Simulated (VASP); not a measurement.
The input files of a VASP run:

File KPOINTS:
```
Automatic mesh
0
Gamma
  7 7 7
```

INCAR:
```
! general
SYSTEM =CoSi
PREC   =Accurate
ENCUT  =500
LREAL  =.FALSE.   ! projection in real space or not
LASPH  =.TRUE.

! electronic loop
EDIFF  =1E-6   ! SCF stop (eV)
NELM   =100   ! most electronic steps
ALGO   =Normal   ! blocked Davidson
LMAXMIX=4   ! l cut-off of mixed one-centre charges

! smearing
ISMEAR =1
SIGMA  =0.1   ! width (eV)

! functional
GGA    =PS   ! PBEsol

! ions
IBRION =2   ! conjugate gradients
NSW    =40   ! most ionic steps
ISIF   =3   ! ions, shape and volume
EDIFFG =-0.02   ! ionic stop
PSTRESS=50

! output
LWAVE  =.FALSE.
LCHARG =.FALSE.
```

File POSCAR:
```
CoSi
1.0
  4.3869441811   0.0000000000   0.0000000000
  0.0000000000   4.3869441811   0.0000000000
  0.0000000000   0.0000000000   4.3869441811
Co Si
4 4
Cart
  3.7482541373   2.8321621344   1.5547820467
  1.5547820467   3.7482541373   2.8321621344
  0.6386900438   0.6386900438   0.6386900438
  2.8321621344   1.5547820467   3.7482541373
  0.6873481463   1.5061239443   2.8808202368
  2.8808202368   0.6873481463   1.5061239443
  3.6995960348   3.6995960348   3.6995960348
  1.5061239443   2.8808202368   0.6873481463
```

POTCAR, in this order: Co Si (PBE.64 set). Program: vasp_std.

Question: Write an equivalent input for Quantum ESPRESSO's pw.x.

Answer: One equivalent input (not run):
```
&CONTROL
  calculation = 'vc-relax'
  pseudo_dir = './pseudo'
  outdir = './out'
  tprnfor = .true.
  tstress = .true.
  nstep = 40
  forc_conv_thr = 0.00078
/
&SYSTEM
  ibrav = 0
  nat = 8
  ntyp = 2
  ecutwfc = 96
  occupations = 'smearing'
  smearing = 'methfessel-paxton'
  degauss = 0.00735
  input_dft = 'pbesol'
/
&ELECTRONS
  conv_thr = 7.3e-08
  electron_maxstep = 100
/
&IONS
/
&CELL
  press = 50
/
ATOMIC_SPECIES
  Co 58.933 Co.upf
  Si 28.085 Si.upf
CELL_PARAMETERS angstrom
     4.3869442    0.0000000    0.0000000
     0.0000000    4.3869442    0.0000000
     0.0000000    0.0000000    4.3869442
ATOMIC_POSITIONS crystal
  Co   0.8544112  0.6455888  0.3544112
  Co   0.3544112  0.8544112  0.6455888
  Co   0.1455888  0.1455888  0.1455888
  Co   0.6455888  0.3544112  0.8544112
  Si   0.1566804  0.3433196  0.6566804
  Si   0.6566804  0.1566804  0.3433196
  Si   0.8433196  0.8433196  0.8433196
  Si   0.3433196  0.6566804  0.1566804
K_POINTS automatic
  7 7 7 0 0 0
```
Limits of the translation: the potentials are each code's own (VASP's PAW set, PseudoDojo norm-conserving files in pw.x), so ENCUT and ecutwfc are chosen apart and not converted; conv_thr bounds pw.x's estimated SCF error, while EDIFF bounds the energy change between steps; forc_conv_thr acts on force components and is met together with etot_conv_thr.

The compound is CoSi in the B20 structure. This run relaxes it under an external pressure of 5 GPa. Symmetry was kept, so distortions that lower it aren't found.
